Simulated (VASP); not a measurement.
Computed with PBEsol GGA, VASP's PBE PAW potentials (set 64) (plane waves; VASP).

VASP input:

KPOINTS:
```
kpoints
0
G
 8 8 7
```

INCAR:
```
! general
SYSTEM =SnO
PREC   =Accurate
ENCUT  =620   ! plane-wave cut-off (eV)
LREAL  =.False.   ! projection in real space or not
LASPH  =.True.   ! aspherical one-centre terms

! electronic loop
EDIFF  =1E-6   ! SCF stop (eV)
NELM   =100
ALGO   =Normal   ! blocked Davidson
LMAXMIX=4   ! l cut-off of mixed one-centre charges

! smearing
ISMEAR =1
SIGMA  =0.1   ! width (eV)

! functional
GGA    =PS   ! PBEsol

! ions
IBRION =2   ! conjugate gradients
NSW    =40   ! most ionic steps
ISIF   =3
EDIFFG =-0.02
PSTRESS=100   ! kbar

! output
LWAVE  =.False.
LCHARG =.False.
```

POSCAR:
```
SnO
1
    3.7392425671     0.0000000000     0.0000000000
    0.0000000000     3.7392425671     0.0000000000
    0.0000000000     0.0000000000     4.4294516929
Sn O
2 2
Direct
  0.5000000000   0.0000000000   0.7378289400
  0.0000000000   0.5000000000   0.2621710600
  0.5000000000   0.5000000000   0.0000000000
  0.0000000000   0.0000000000   0.0000000000
```

POTCAR, in this order: Sn_d O (PBE.64 set). Program: vasp_std.

The run wrote:

File OUTCAR:
```
 ion  position               nearest neighbor table
   1  0.500  0.000  0.738-   3 2.20   4 2.20   3 2.20   4 2.20   2 3.38   2 3.38   2 3.38   2 3.38
                             2 3.52   2 3.52   2 3.52   2 3.52
   2  0.000  0.500  0.262-   3 2.20   4 2.20   4 2.20   3 2.20   1 3.38   1 3.38   1 3.38   1 3.38
                             1 3.52   1 3.52   1 3.52   1 3.52
   3  0.500  0.500  0.000-   1 2.20   2 2.20   1 2.20   2 2.20
   4  0.000  0.000  0.000-   1 2.20   2 2.20   2 2.20   1 2.20
  LATTYP: Found a simple tetragonal cell.
 ALAT       =     3.7392425671
 C/A-ratio  =     1.1845852772
 Subroutine PRICEL returns:
 Original cell was already a primitive cell.
 Subroutine GETGRP returns: Found 16 space group operations
The static configuration has the point symmetry D_2d.
 The point group associated with its full space group is D_4h.
The dynamic configuration has the point symmetry D_2d.
 Subroutine INISYM returns: Found 16 space group operations
 Subroutine IBZKPT returns following result:
 Found     60 irreducible k-points:

 Following reciprocal coordinates:
            Coordinates               Weight
  0.000000  0.000000  0.000000      1.000000
  0.125000  0.000000  0.000000      4.000000
  0.250000  0.000000  0.000000      4.000000
...
```

**OSZICAR**
```
...
DAV:   1    -0.256785095713E+02   -0.15575E+01   -0.38588E+01  3640   0.101E+02    0.856E+00
DAV:   2    -0.241374812889E+02    0.15410E+01   -0.47966E+00  3864   0.290E+01    0.292E+00
DAV:   3    -0.239035213994E+02    0.23396E+00   -0.49947E-01  3872   0.182E+01    0.106E+00
DAV:   4    -0.238656297822E+02    0.37892E-01   -0.11454E-01  4152   0.766E+00    0.237E-01
DAV:   5    -0.238649268466E+02    0.70294E-03   -0.29913E-02  4000   0.189E+00    0.105E-01
DAV:   6    -0.238643043654E+02    0.62248E-03   -0.18349E-03  4384   0.465E-01    0.482E-02
DAV:   7    -0.238643031704E+02    0.11951E-05   -0.15482E-04  4416   0.134E-01    0.204E-02
DAV:   8    -0.238643040957E+02   -0.92536E-06   -0.49709E-05  5184   0.109E-01    0.765E-03
DAV:   9    -0.238643043018E+02   -0.20607E-06   -0.12785E-05  3024   0.277E-02    0.494E-03
DAV:  10    -0.238643035123E+02    0.78953E-06   -0.78831E-07  1624   0.108E-02
   2 F= -.20257013E+02 E0= -.20256763E+02  d E =-.154198E-02
       N       E                     dE             d eps       ncg     rms          rms(c)
DAV:   1    -0.244413441155E+02   -0.57704E+00   -0.98694E+00  3616   0.582E+01    0.403E+00
DAV:   2    -0.240902630342E+02    0.35108E+00   -0.10685E+00  3832   0.133E+01    0.142E+00
DAV:   3    -0.240311284391E+02    0.59135E-01   -0.11689E-01  3584   0.802E+00    0.496E-01
DAV:   4    -0.240219429916E+02    0.91854E-02   -0.27647E-02  3832   0.365E+00    0.101E-01
DAV:   5    -0.240216608115E+02    0.28218E-03   -0.61544E-03  4368   0.867E-01    0.464E-02
DAV:   6    -0.240214122815E+02    0.24853E-03   -0.37282E-04  4248   0.216E-01    0.234E-02
DAV:   7    -0.240214025217E+02    0.97598E-05   -0.31251E-05  4416   0.602E-02    0.103E-02
DAV:   8    -0.240214005492E+02    0.19726E-05   -0.10119E-05  3704   0.573E-02    0.268E-03
DAV:   9    -0.240214010262E+02   -0.47703E-06   -0.40950E-06  2512   0.150E-02
   3 F= -.20289622E+02 E0= -.20289523E+02  d E =-.341503E-01
       N       E                     dE             d eps       ncg     rms          rms(c)
DAV:   1    -0.240484158931E+02   -0.27015E-01   -0.58230E+00  4616   0.207E+01    0.153E+00
DAV:   2    -0.240018000122E+02    0.46616E-01   -0.21652E-01  4176   0.533E+00    0.494E-01
DAV:   3    -0.239941414841E+02    0.76585E-02   -0.17372E-02  3760   0.315E+00    0.193E-01
DAV:   4    -0.239929106985E+02    0.12308E-02   -0.49760E-03  4112   0.135E+00    0.555E-02
DAV:   5    -0.239929096976E+02    0.10008E-05   -0.14255E-03  4128   0.426E-01    0.303E-02
DAV:   6    -0.239928906085E+02    0.19089E-04   -0.11328E-04  4800   0.147E-01    0.155E-02
DAV:   7    -0.239928918813E+02   -0.12727E-05   -0.16572E-05  4592   0.542E-02    0.300E-03
DAV:   8    -0.239928917488E+02    0.13246E-06   -0.30370E-06  2488   0.182E-02
   4 F= -.20305105E+02 E0= -.20304887E+02  d E =-.154836E-01
       N       E                     dE             d eps       ncg     rms          rms(c)
DAV:   1    -0.240087701268E+02   -0.15878E-01   -0.57466E+00  4624   0.206E+01    0.152E+00
DAV:   2    -0.239620166121E+02    0.46754E-01   -0.21104E-01  4136   0.532E+00    0.491E-01
DAV:   3    -0.239543734243E+02    0.76432E-02   -0.17476E-02  3760   0.315E+00    0.188E-01
DAV:   4    -0.239532138282E+02    0.11596E-02   -0.49025E-03  4152   0.131E+00    0.552E-02
DAV:   5    -0.239532071031E+02    0.67250E-05   -0.13062E-03  4056   0.396E-01    0.276E-02
DAV:   6    -0.239531916429E+02    0.15460E-04   -0.10066E-04  4840   0.138E-01    0.145E-02
DAV:   7    -0.239531930223E+02   -0.13794E-05   -0.13418E-05  4616   0.487E-02    0.322E-03
DAV:   8    -0.239531928347E+02    0.18760E-06   -0.25691E-06  2296   0.217E-02
   5 F= -.20308769E+02 E0= -.20308650E+02  d E =-.191470E-01
       N       E                     dE             d eps       ncg     rms          rms(c)
DAV:   1    -0.239637016101E+02   -0.10509E-01   -0.22004E-01  4656   0.430E+00    0.290E-01
DAV:   2    -0.239620024254E+02    0.16992E-02   -0.75562E-03  3960   0.104E+00    0.939E-02
DAV:   3    -0.239617180500E+02    0.28438E-03   -0.67655E-04  3728   0.599E-01    0.351E-02
DAV:   4    -0.239616728326E+02    0.45217E-04   -0.18613E-04  4312   0.250E-01    0.101E-02
DAV:   5    -0.239616688396E+02    0.39930E-05   -0.45599E-05  3944   0.722E-02    0.460E-03
DAV:   6    -0.239616678467E+02    0.99289E-06   -0.19465E-06  1872   0.227E-02
   6 F= -.20308969E+02 E0= -.20308811E+02  d E =-.193471E-01
       N       E                     dE             d eps       ncg     rms          rms(c)
DAV:   1    -0.239621938542E+02   -0.52501E-03   -0.20980E-01  3496   0.414E+00    0.429E-01
DAV:   2    -0.239592432108E+02    0.29506E-02   -0.87616E-03  3736   0.136E+00    0.244E-01
DAV:   3    -0.239579204587E+02    0.13228E-02   -0.14595E-03  4088   0.747E-01    0.727E-02
DAV:   4    -0.239578347018E+02    0.85757E-04   -0.49590E-04  4240   0.240E-01    0.175E-02
DAV:   5    -0.239578375452E+02   -0.28434E-05   -0.77432E-05  3952   0.140E-01    0.926E-03
DAV:   6    -0.239578361121E+02    0.14331E-05   -0.11359E-05  3896   0.354E-02    0.284E-03
DAV:   7    -0.239578360698E+02    0.42329E-07   -0.79193E-07  1544   0.113E-02
   7 F= -.20310182E+02 E0= -.20309976E+02  d E =-.121316E-02
       N       E                     dE             d eps       ncg     rms          rms(c)
DAV:   1    -0.239593769736E+02   -0.15409E-02   -0.36890E-01  3440   0.550E+00    0.570E-01
DAV:   2    -0.239541912203E+02    0.51858E-02   -0.15763E-02  3752   0.179E+00    0.323E-01
DAV:   3    -0.239518720303E+02    0.23192E-02   -0.25606E-03  4152   0.999E-01    0.982E-02
DAV:   4    -0.239517111459E+02    0.16088E-03   -0.88167E-04  4176   0.327E-01    0.232E-02
DAV:   5    -0.239517155870E+02   -0.44411E-05   -0.13815E-04  3944   0.185E-01    0.120E-02
DAV:   6    -0.239517133411E+02    0.22459E-05   -0.19641E-05  4168   0.459E-02    0.387E-03
DAV:   7    -0.239517132930E+02    0.48141E-07   -0.12972E-06  1632   0.145E-02
   8 F= -.20310823E+02 E0= -.20310576E+02  d E =-.185436E-02
       N       E                     dE             d eps       ncg     rms          rms(c)
DAV:   1    -0.239833596144E+02   -0.31646E-01   -0.37218E-01  3752   0.978E+00    0.725E-01
DAV:   2    -0.239743859675E+02    0.89736E-02   -0.39005E-02  3992   0.252E+00    0.288E-01
DAV:   3    -0.239722354609E+02    0.21505E-02   -0.40795E-03  3616   0.148E+00    0.111E-01
DAV:   4    -0.239719065763E+02    0.32888E-03   -0.10866E-03  4288   0.571E-01    0.326E-02
DAV:   5    -0.239718904931E+02    0.16083E-04   -0.27074E-04  4136   0.213E-01    0.136E-02
DAV:   6    -0.239718878800E+02    0.26131E-05   -0.21522E-05  4400   0.634E-02    0.716E-03
DAV:   7    -0.239718878403E+02    0.39647E-07   -0.19015E-06  2032   0.209E-02
   9 F= -.20310509E+02 E0= -.20310279E+02  d E =0.313783E-03
       N       E                     dE             d eps       ncg     rms          rms(c)
DAV:   1    -0.239641194760E+02    0.77684E-02   -0.13975E-01  3824   0.590E+00    0.448E-01
DAV:   2    -0.239607015422E+02    0.34179E-02   -0.14866E-02  4136   0.155E+00    0.177E-01
DAV:   3    -0.239598886815E+02    0.81286E-03   -0.14290E-03  3552   0.912E-01    0.696E-02
DAV:   4    -0.239597654838E+02    0.12320E-03   -0.39723E-04  4192   0.362E-01    0.186E-02
DAV:   5    -0.239597666663E+02   -0.11826E-05   -0.10742E-04  4224   0.137E-01    0.847E-03
DAV:   6    -0.239597659685E+02    0.69782E-06   -0.76649E-06  3856   0.387E-02
  10 F= -.20311008E+02 E0= -.20310764E+02  d E =-.185079E-03
       N       E                     dE             d eps       ncg     rms          rms(c)
DAV:   1    -0.239594190763E+02    0.34759E-03   -0.11226E-04  3896   0.158E-01    0.129E-02
DAV:   2    -0.239594160404E+02    0.30359E-05   -0.12522E-05  3704   0.400E-02    0.469E-03
DAV:   3    -0.239594154615E+02    0.57891E-06   -0.94918E-07  1448   0.241E-02
  11 F= -.20311008E+02 E0= -.20310764E+02  d E =-.184965E-03
```

**OUTCAR**
```
------------------------ aborting loop because EDIFF is reached ----------------------------------------
  FORCE on cell =-STRESS in cart. coord.  units (eV):
  Direction    XX          YY          ZZ          XY          YZ          ZX
  --------------------------------------------------------------------------------------
  Total        3.6564634      3.6564634      3.6266441      0.0000000     -0.0000000      0.0000000
  in kB      100.2208044    100.2208044     99.4034817      0.0000000     -0.0000000      0.0000000
  external PRESSURE =      -0.0516365 kB  Pullay stress =     100.0000000 kB
  volume of cell :       58.45
      direct lattice vectors                 reciprocal lattice vectors
     3.691457929  0.000000000  0.000000000     0.270895678  0.000000000  0.000000000
     0.000000000  3.691457929 -0.000000000     0.000000000  0.270895678 -0.000000000
     0.000000000  0.000000000  4.289612648     0.000000000  0.000000000  0.233121282
 POSITION                                       TOTAL-FORCE (eV/Angst)
 -----------------------------------------------------------------------------------
      1.84573      0.00000      3.12481        -0.000000      0.000000      0.017944
      0.00000      1.84573      1.16481        -0.000000     -0.000000     -0.017944
      1.84573      1.84573     -0.00000         0.000000     -0.000000      0.000000
      0.00000      0.00000      0.00000        -0.000000     -0.000000      0.000000
 -----------------------------------------------------------------------------------
    total drift:                                0.000000      0.000000     -0.000000
  FREE ENERGIE OF THE ION-ELECTRON SYSTEM (eV)
  ---------------------------------------------------
  free  energy   TOTEN  =       -23.9594154615 eV

  energy  without entropy=      -23.9586823678  energy(sigma->0) =      -23.95917110
  enthalpy is  TOTEN    =       -20.3110079500 eV   P V=        3.6484075116

 reached required accuracy - stopping structural energy minimisation
```
(Selected blocks of OUTCAR.)

**CONTCAR**
```
SnO
   1.00000000000000
     3.6914579292895713    0.0000000000000000    0.0000000000000000
     0.0000000000000000    3.6914579292895713   -0.0000000000000000
     0.0000000000000000    0.0000000000000000    4.2896126477593652
  Sn              O
     2     2
Direct
     0.5000000000000000    0.0000000000000000    0.7284586656683503
     0.0000000000000000    0.5000000000000000    0.2715413343316501
     0.5000000000000000    0.5000000000000000    0.0000000000000000
     0.0000000000000000    0.0000000000000000    0.0000000000000000
```

Energy and stress use the plane-wave basis of the starting cell. Without a dispersion term in the relaxation, distances and binding between the weakly bound layers, chains or molecules are unreliable, and so is what depends on them.

The compound is SnO in the litharge structure. This run relaxes it under an external pressure of 10 GPa. Symmetry was kept, so distortions that lower it aren't found.
